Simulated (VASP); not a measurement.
A convergence study with VASP on BaTiO3 (cubic perovskite): a few settings are varied, all else stays as given below, so the limit is that of these other settings. The cell's lengths are 1 % over those of the tabulated start and one atom is moved, so it is off equilibrium.

```
CELL_PARAMETERS angstrom
      4.04000     0.00000     0.00000
      0.00000     4.04000     0.00000
      0.00000     0.00000     4.04000
ATOMIC_POSITIONS crystal
  Ba 0.00000 0.00000 0.00000
  Ti 0.50000 0.50000 0.50000
  O  0.50000 0.00000 0.50000
  O  0.00000 0.50000 0.50000
  O  0.51500 0.50000 0.00000
```

Calculation: LDA (Ceperley-Alder, Perdew-Zunger), VASP's LDA PAW potentials (set 64) (plane waves; VASP). The last row used: 700 eV cut-off, 4×4×4 Γ-centred mesh, Gaussian smearing of 0.050 eV, potentials Ba_sv Ti_sv O.

| setting | E (eV/atom) | pressure (GPa) | largest force (eV/Å) | electronic steps |
|---|---|---|---|---|
| ALGO = Normal, EDIFF = 1E-2 | -8.7990 | -12.46 | 0.296 | 11 |
| ALGO = Normal, EDIFF = 1E-3 | -8.7990 | -12.33 | 0.293 | 11 |
| ALGO = Normal, EDIFF = 1E-4 | -8.7990 | -11.83 | 0.294 | 12 |
| ALGO = Normal, EDIFF = 1E-5 | -8.7990 | -11.27 | 0.294 | 14 |
| ALGO = Normal, EDIFF = 1E-6 | -8.7990 | -11.28 | 0.294 | 15 |
| ALGO = Normal, EDIFF = 1E-8 | -8.7990 | -11.25 | 0.294 | 17 |
| ALGO = Normal, EDIFF = 1E-9 | -8.7990 | -11.25 | 0.294 | 18 |
| ALGO = Fast, EDIFF = 1E-2 | -8.8024 | -13.42 | 0.310 | 12 |
| ALGO = Fast, EDIFF = 1E-3 | -8.7986 | -11.73 | 0.296 | 16 |
| ALGO = Fast, EDIFF = 1E-4 | -8.7986 | -11.50 | 0.297 | 18 |
| ALGO = All, EDIFF = 1E-2 | -8.7980 | -11.85 | 0.288 | 14 |
| ALGO = All, EDIFF = 1E-3 | -8.7988 | -11.34 | 0.292 | 17 |
| ALGO = All, EDIFF = 1E-4 | -8.7989 | -11.23 | 0.292 | 21 |
| ALGO = All, EDIFF = 1E-5 | -8.7990 | -11.27 | 0.293 | 26 |
| ALGO = All, EDIFF = 1E-6 | -8.7990 | -11.26 | 0.294 | 30 |
| ALGO = All, EDIFF = 1E-7 | -8.7990 | -11.25 | 0.294 | 36 |
| ALGO = All, EDIFF = 1E-8 | -8.7990 | -11.26 | 0.294 | 41 |
| ALGO = All, EDIFF = 1E-9 | -8.7990 | -11.26 | 0.294 | 46 |

Left out are rungs that failed or repeat a setting and relaxations that didn't move; long series are thinned to 24 rows.

The compound is BaTiO3 in the cubic perovskite structure, the ideal cubic form; the compound distorts at low or room temperature. The cell was not relaxed at this level, it is distorted from the ideal structure.
